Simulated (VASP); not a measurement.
Level of theory: LDA (Ceperley-Alder, Perdew-Zunger), VASP's LDA PAW potentials (set 64) (plane waves; VASP).

A VASP calculation is set up with these files.

File POSCAR:
```
AuZn
1
    3.0983940165     0.0000000000    -0.0000000000
    0.0000000000     3.0983940165    -0.0000000000
    0.0000000000     0.0000000000     3.0983940165
Zn Au
1 1
Direct
  0.5000000000   0.5000000000   0.5000000000
  0.0000000000   0.0000000000   0.0000000000
```

KPOINTS:
```
Automatic mesh
0
Gamma
12 12 12
0 0 0
```

INCAR:
```
LCHARG  =  F
ISMEAR  =  1
PREC  =  Accurate
LASPH  =  T   ! aspherical one-centre terms
IBRION  =  2
ALGO  =  Normal   ! blocked Davidson
NELM  =  100
NSW  =  40
ISIF  =  3
LMAXMIX  =  6
EDIFF  =  1E-6
SIGMA  =  0.1
LREAL  =  F   ! projection in real space or not
SYSTEM  =  AuZn
LWAVE  =  F
EDIFFG  =  -0.02   ! ionic stop
ENCUT  =  500
```

POTCAR, in this order: Zn Au (LDA.64 set). Program: vasp_std.

Output

### OSZICAR
```
       N       E                     dE             d eps       ncg     rms          rms(c)
DAV:   1     0.121164044620E+03    0.12116E+03   -0.11613E+04  2592   0.197E+03
DAV:   2    -0.346854419150E+01   -0.12463E+03   -0.12058E+03  2653   0.339E+02
DAV:   3    -0.729717451794E+01   -0.38286E+01   -0.38194E+01  3066   0.691E+01
DAV:   4    -0.732044699869E+01   -0.23272E-01   -0.23270E-01  2919   0.466E+00
DAV:   5    -0.732070550797E+01   -0.25851E-03   -0.25851E-03  3087   0.500E-01    0.994E+00
DAV:   6    -0.680881956680E+01    0.51189E+00   -0.17140E+00  2597   0.159E+01    0.606E+00
DAV:   7    -0.677253579623E+01    0.36284E-01   -0.41476E-02  3492   0.440E+00    0.310E+00
DAV:   8    -0.676122099406E+01    0.11315E-01   -0.96098E-03  2945   0.119E+00    0.127E-01
DAV:   9    -0.676123418330E+01   -0.13189E-04   -0.40006E-04  2958   0.273E-01    0.626E-02
DAV:  10    -0.676123423421E+01   -0.50919E-07   -0.32616E-05  3156   0.938E-02    0.165E-02
DAV:  11    -0.676123341706E+01    0.81716E-06   -0.63278E-06  2737   0.606E-02
   1 F= -.67612334E+01 E0= -.67610977E+01  d E =-.676123E+01
       N       E                     dE             d eps       ncg     rms          rms(c)
DAV:   1    -0.676413722832E+01   -0.29030E-02   -0.42553E-02  2590   0.399E+00    0.351E-01
DAV:   2    -0.676150327332E+01    0.26340E-02   -0.86455E-03  2933   0.223E+00    0.129E-01
DAV:   3    -0.676132771412E+01    0.17556E-03   -0.35846E-04  2597   0.209E-01    0.836E-02
DAV:   4    -0.676127818712E+01    0.49527E-04   -0.26935E-05  3844   0.177E-01    0.333E-02
DAV:   5    -0.676126610156E+01    0.12086E-04   -0.98415E-06  3277   0.435E-02    0.281E-03
DAV:   6    -0.676126610755E+01   -0.59886E-08   -0.93226E-07  1365   0.136E-02
   2 F= -.67612661E+01 E0= -.67611345E+01  d E =-.326905E-04
```

OUTCAR:
```
------------------------ aborting loop because EDIFF is reached ----------------------------------------
  FORCE on cell =-STRESS in cart. coord.  units (eV):
  Direction    XX          YY          ZZ          XY          YZ          ZX
  --------------------------------------------------------------------------------------
  Total       -0.0303745     -0.0303745     -0.0303745     -0.0000000      0.0000000     -0.0000000
  in kB       -1.6310103     -1.6310103     -1.6310103     -0.0000000      0.0000000     -0.0000000
  external PRESSURE =      -1.6310103 kB  Pullay stress =       0.0000000 kB
  volume of cell :       29.84
      direct lattice vectors                 reciprocal lattice vectors
     3.101615012  0.000000000  0.000000000     0.322412677  0.000000000 -0.000000000
    -0.000000000  3.101615012  0.000000000    -0.000000000  0.322412677  0.000000000
     0.000000000 -0.000000000  3.101615012    -0.000000000 -0.000000000  0.322412677
 POSITION                                       TOTAL-FORCE (eV/Angst)
 -----------------------------------------------------------------------------------
      1.55081      1.55081      1.55081        -0.000000     -0.000000      0.000000
      0.00000      0.00000      0.00000         0.000000      0.000000      0.000000
 -----------------------------------------------------------------------------------
    total drift:                                0.000000      0.000000     -0.000000
  FREE ENERGIE OF THE ION-ELECTRON SYSTEM (eV)
  ---------------------------------------------------
  free  energy   TOTEN  =        -6.7612661076 eV

  energy  without entropy=       -6.7608711529  energy(sigma->0) =       -6.76113446

 reached required accuracy - stopping structural energy minimisation
```
(Selected blocks of OUTCAR.)

CONTCAR:
```
AuZn
   1.00000000000000
     3.1016150124724913    0.0000000000000000    0.0000000000000000
    -0.0000000000000000    3.1016150124724913    0.0000000000000000
     0.0000000000000000   -0.0000000000000000    3.1016150124724913
  Zn              Au
     1     1
Direct
     0.5000000000000000    0.5000000000000000    0.5000000000000000
     0.0000000000000000    0.0000000000000000    0.0000000000000000
```

**OUTCAR**
```
 val. band max:        7.3447385159   @ k =   0.4167   0.4167   0.1667

 cond. band min:       7.5227849114   @ k =   0.5000   0.4167   0.2500


 Fermi energy:         7.5183096060

 k-point     1 :       0.0000    0.0000    0.0000
  band No.  band energies     occupation
      1      -3.6190      2.00000
      2      -0.9732      2.00000
      3      -0.9732      2.00000
      4      -0.1944      2.00000
      5      -0.1944      2.00000
      6      -0.1944      2.00000
      7       1.8356      2.00000
      8       1.8356      2.00000
      9       3.6317      2.00000
     10       3.6317      2.00000
     11       3.6317      2.00000
     12      12.4315      0.00000
     13      12.4315      0.00000
     14      12.4315      0.00000
     15      16.7384      0.00000

 k-point     2 :       0.0833    0.0000    0.0000
  band No.  band energies     occupation
      1      -3.4910      2.00000
      2      -0.9426      2.00000
      3      -0.9322      2.00000
      4      -0.1957      2.00000
      5      -0.1957      2.00000
      6      -0.1827      2.00000
      7       1.8119      2.00000
      8       1.8703      2.00000
      9       3.5278      2.00000
     10       3.5278      2.00000
     11       3.6199      2.00000
     12      11.4965      0.00000
     13      12.6783      0.00000
     14      12.6783      0.00000
     15      17.3088      0.00000

 k-point     3 :       0.1667    0.0000    0.0000
  band No.  band energies     occupation
      1      -3.1152      2.00000
      2      -0.8556      2.00000
      3      -0.8210      2.00000
      4      -0.1984      2.00000
      5      -0.1984      2.00000
      6      -0.1504      2.00000
      7       1.7437      2.00000
      8       1.9646      2.00000
      9       3.2606      2.00000
     10       3.2606      2.00000
     11       3.5872      2.00000
     12       9.7314      0.00000
     13      13.3745      0.00000
     14      13.3745      0.00000
     15      17.9043      0.00000
...
```

Unless said otherwise, spin-orbit coupling is left out, though it shifts the bands of the heavy elements here.

The compound is AuZn in the CsCl type structure. This run relaxes it. Symmetry was kept, so distortions that lower it aren't found. The electron count is odd and the run is not spin-polarised, which forces a metal.
